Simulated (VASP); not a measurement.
The system is Sb2Te4O.

```
CELL_PARAMETERS angstrom
4.64200 0.00000 0.00000
0.00000 4.64200 0.00000
0.00000 0.00000 9.71300
ATOMIC_POSITIONS crystal
Sb 0.00000 0.50000 0.00000
Sb 0.50000 0.00000 0.00000
Te 0.00000 0.50000 0.50000
Te 0.50000 0.00000 0.50000
Te 0.50000 0.50000 0.79028
Te 0.50000 0.50000 0.20972
O 0.00000 0.00000 0.00000
```

The cell was built by a generator and needn't be a form met in nature.

| Quantity | Value |
| --- | --- |
| Program | VASP 6.6.1 |
| Task | relaxation of cell and atoms |
| Functional | PBE |
| Potentials or basis | VASP PAW PBE potentials, release 64 (Sb, Te, O) |
| Cutoff | 520 eV |
| k mesh | 6 × 6 × 4 |
| Occupations | gaussian, width 0.1 eV |
| Spin | no spin polarisation |

At the start: pressure 0.9 GPa; volume 29.90 Å³/atom.

**Question.** Where does the relaxation end?

**Answer.** Over 19 steps the energy falls by 9.9 meV/atom and the volume is 30.14 Å³/atom (+0.8 %); space group P4/mmm (No. 123, to 0.05 Å).

The path:
```
step  energy change (eV)  largest force (eV/Å)  pressure (GPa)  volume (Å³)
   1              0.0000                0.6001            0.91       209.30
   2             -0.0426                0.2373           -0.52       214.47
   3             -0.0432                0.1869           -0.68       215.24
   4             -0.0664                0.0619           -0.23       213.35
   5             -0.0682                0.0164           -0.06       212.70
   6             -0.0682                0.0130           -0.05       212.65
   7             -0.0683                0.0254            0.00       212.32
   8             -0.0684                0.0406            0.11       211.93
   9             -0.0684                0.0332            0.06       212.12
  10             -0.0685                0.0336            0.03       212.09
  11             -0.0687                0.0357            0.00       211.98
  12             -0.0687                0.0388           -0.06       211.78
  13             -0.0688                0.0379           -0.03       211.85
  14             -0.0689                0.0334           -0.03       211.64
  15             -0.0692                0.0192            0.01       211.04
  16             -0.0692                0.0140            0.02       210.82
  17             -0.0692                0.0120            0.04       210.74
  18             -0.0692                0.0133            0.05       210.79
  19             -0.0692                0.0070           -0.03       211.01
```

Final structure:
```yaml
crystal:
  lattice:
    - [4.61953, 0.00000, 0.00000]
    - [0.00000, 4.61953, 0.00000]
    - [0.00000, 0.00000, 9.88805]
  atoms:
    - { symbol: Sb, position: [0.00000, 0.50000, 0.00000] }
    - { symbol: Sb, position: [0.50000, 0.00000, 0.00000] }
    - { symbol: Te, position: [0.00000, 0.50000, 0.50000] }
    - { symbol: Te, position: [0.50000, 0.00000, 0.50000] }
    - { symbol: Te, position: [0.50000, 0.50000, 0.78142] }
    - { symbol: Te, position: [0.50000, 0.50000, 0.21858] }
    - { symbol: O, position: [0.00000, 0.00000, 0.00000] }
```
